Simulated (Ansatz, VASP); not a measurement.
# Co in two plane-wave programs, part 2 of 2

Wanted: the spread between two codes on one cell, functional and k mesh. The cell is taken from a series of runs on this material, whose earlier steps may have relaxed, scaled, displaced or heated it; both programs get it as it stands.

VASP 6.6.1 and Ansatz 0.2.0.

So far: The structure; Ansatz: single point, r2SCAN, pair 1; VASP: single point, r2SCAN, pair 1; Side by side.

**5. Ansatz: single point, r2SCAN, pair 2**

Level of this step: Ansatz beside VASP: Kohn-Sham DFT, plane waves, r2SCAN (Ansatz).

With cell and atoms fixed, the geometry can't cause a difference; cores, projectors, grids and the points listed under the comparison can. The cell compared in this pair holds 40.62 Å³, against 42.75 Å³ for the pair before.

The cell is taken from a series of runs on this material, whose earlier steps may have relaxed, scaled, displaced or heated it; both programs get it as it stands.

input.yaml

```yaml
crystal:
  lattice:
    - [2.42867976, 0.0, 0.0]
    - [-1.21433988, 2.10329837, 0.0]
    - [0.0, 0.0, 7.9511186]
  atoms:
    - { symbol: Co, position: [0.0, 0.0, 0.0], spin: 2.0 }
    - { symbol: Co, position: [0.33333333, 0.66666667, 0.25], spin: 2.0 }
    - { symbol: Co, position: [0.0, 0.0, 0.5], spin: 2.0 }
    - { symbol: Co, position: [0.66666667, 0.33333333, 0.75], spin: 2.0 }
magnetization:
  spin_polarized: true
kpoints:
  mp_grid: { grid: [19, 19, 5] }
hamiltonian:
  xc: r2scan
scf:
  occupations: { method: fermi_dirac, width: 0.1 }
  max_iter: 120
  convergence: { dr2_threshold: 1.0e-08 }
basis:
  ecutwfc: 500.0
output:
  stress: true
```

The run is started by

```sh
ansatz run input.yaml --threads 1 --pin off --max-ram 2048MiB --backend cpu --events-out ev --progress --plain --runs-dir out
```

Numbers of over 12 decimals in the logs are rounded to 6 here.

Log:

```text
[...]
Internal energy: -20526.027251 eV  (E = F + TS)
E sigma→0 (E₀):  -20526.072922 eV
Entropy (-TS):   -0.091341 eV (-22.835 meV/atom)
Fermi energy:    20.394433 eV
[...]
--- Stress (GPa, compression-positive) ---
       13.284072      -0.000000       0.000000
        0.000000      13.284072       0.000000
        0.000000       0.000000      11.987332
  P = ⅓ Tr σ = 12.8518 GPa (128.518 kbar)
[key lines of the parts left out:]
SCF converged after 20 iterations
Magnetization: 6.9681 μB (37.4840 up, 30.5160 down)
Free energy (F): -20526.118592 eV
```

The run ends at a pressure of 12.85 GPa.

**6. VASP: single point, r2SCAN, pair 2**

The same cell, functional, mesh and smearing now go to VASP, with its own data sets.

INCAR

```
SYSTEM = Co
PREC = Accurate
ENCUT = 660
EDIFF = 1E-06
NELM = 200
ISMEAR = -1
SIGMA = 0.1
LREAL = .FALSE.
ALGO = Normal
METAGGA = R2SCAN
LASPH = .TRUE.
NBANDS = 31
ISPIN = 2
MAGMOM = 1.85 1.88 1.85 1.88
LMAXMIX = 4
LORBIT = 11
LWAVE = .FALSE.
LCHARG = .FALSE.
ISIF = 2
GGA_COMPAT = .FALSE.
LMIXTAU = .TRUE.
KPAR = 2
```

POSCAR

```
Co
1.0
    2.4286797600      0.0000000000      0.0000000000
   -1.2143398800      2.1032983700      0.0000000000
    0.0000000000      0.0000000000      7.9511186000
Co
4
Direct
    0.0000000000      0.0000000000      0.0000000000
    0.3333333333      0.6666666667      0.2500000000
    0.0000000000      0.0000000000      0.5000000000
    0.6666666667      0.3333333333      0.7500000000
```

KPOINTS

```
Automatic mesh
0
Gamma
19 19 5
0 0 0
```

PAW data sets: Co (PBE family, release 64).

The run is started by

```sh
mpirun -np 2 vasp_std
```

Log:

```text
[banner, memory and clock lines left out]
running    2 mpi-ranks, on    1 nodes
[...]
[... a notice as in an earlier step ...]

 LDA part: xc-table for (None), standard interpolation
 POSCAR, INCAR and KPOINTS ok, starting setup
[...]
entering main loop
       N       E                     dE             d eps       ncg     rms          rms(c)
DAV:   1     0.246261567461E+03    0.24626E+03   -0.18274E+04 15152   0.194E+03
DAV:   2    -0.421389999098E+02   -0.28840E+03   -0.26674E+03 14880   0.345E+02
DAV:   3    -0.622586854283E+02   -0.20120E+02   -0.18949E+02 16441   0.121E+02
DAV:   4    -0.626583727659E+02   -0.39969E+00   -0.39885E+00 18427   0.164E+01
[...]
DAV:  18    -0.528401552714E+02    0.23281E-05   -0.55075E-06 14248   0.457E-02    0.583E-03
DAV:  19    -0.528401564224E+02   -0.11510E-05   -0.33811E-06 12465   0.176E-02    0.341E-03
DAV:  20    -0.528401557736E+02    0.64880E-06   -0.44887E-07  8049   0.855E-03
   1 F= -.52840156E+02 E0= -.52793496E+02  d E =-.933196E-01  mag=     6.9349
```

OUTCAR, selected parts (step 6):

```text
  Total        3.2993559      3.2993559      2.9721732     -0.0000000      0.0000000      0.0000000
  in kB      130.1488621    130.1488621    117.2425686     -0.0000000      0.0000000      0.0000000
  external PRESSURE =     125.8467642 kB  Pullay stress =       0.0000000 kB

 POSITION                                       TOTAL-FORCE (eV/Angst)
 -----------------------------------------------------------------------------------
      0.00000      0.00000      0.00000        -0.000000      0.000000      0.000000
     -0.00000      1.40220      1.98778         0.000000     -0.000000     -0.000000
      0.00000      0.00000      3.97556         0.000000      0.000000      0.000000
      1.21434      0.70110      5.96334        -0.000000      0.000000      0.000000
 -----------------------------------------------------------------------------------
    total drift:                                0.000000     -0.000000      0.000000

  FREE ENERGIE OF THE ION-ELECTRON SYSTEM (eV)
  ---------------------------------------------------
  free  energy   TOTEN  =       -52.8401557736 eV

  energy  without entropy=      -52.7468361542  energy(sigma->0) =      -52.79349596

 magnetization (x)
# of ion       s       p       d       tot
------------------------------------------
    1       -0.010  -0.077   1.853   1.767
    2       -0.009  -0.079   1.878   1.791
    3       -0.010  -0.077   1.853   1.767
    4       -0.009  -0.079   1.878   1.791
--------------------------------------------------
tot         -0.038  -0.310   7.462   7.114

[... 3 further parts left out ...]
[key lines of the parts left out:]
E-fermi :  11.4085
```

The run ends at a pressure of 12.58 GPa.

**7. Comparison**

What differs besides the data sets and the points named for the pairs above, as far as they apply: the data sets hold 68 valence electrons in Ansatz (on its default PAW (the set named soft_2) files) and 36 in VASP; the cutoff is 500 eV in Ansatz and 660 eV in VASP. Total energies have different zeros and are not compared.

The two programs side by side:

```tsv
quantity	Ansatz	VASP	difference
pressure (GPa)	12.85	12.58	+0.27
total moment (μB)	6.97	6.93	+0.03
moment on Co2 (μB)	1.88	1.79	+0.08
moment on Co4 (μB)	1.88	1.79	+0.08
moment on Co1 (μB)	1.85	1.77	+0.08
moment on Co3 (μB)	1.85	1.77	+0.08
```

**8. Summary of results**

| Property | Result |
| --- | --- |
| difference in total moment (single point, r2SCAN, pair 1) | 0.040 μB |
| difference in total moment (single point, r2SCAN, pair 2) | 0.033 μB |

What this shows: The difference in total moment is 0.040 μB (single point, r2SCAN, pair 1). The data sets hold unlike numbers of valence electrons (68 in Ansatz and 36 in VASP), so part of the differences may come from the potentials. Such differences can come from data sets, numerical settings and the points named under the comparisons, not from the functional's error against experiment.

[Lines on the potential files, build, host, timing and source positions are cut from VASP's logs without a mark.]

[Logs are printed without paths, hosts, clocks, repeated set-up lines and the standing remarks that a program may print on its own settings, such as how far it seeks lower states.]

[Hosts, paths, dates, database ids (printed as entryN), source tags and the programs' standing remarks are cut or masked in the printed files.]
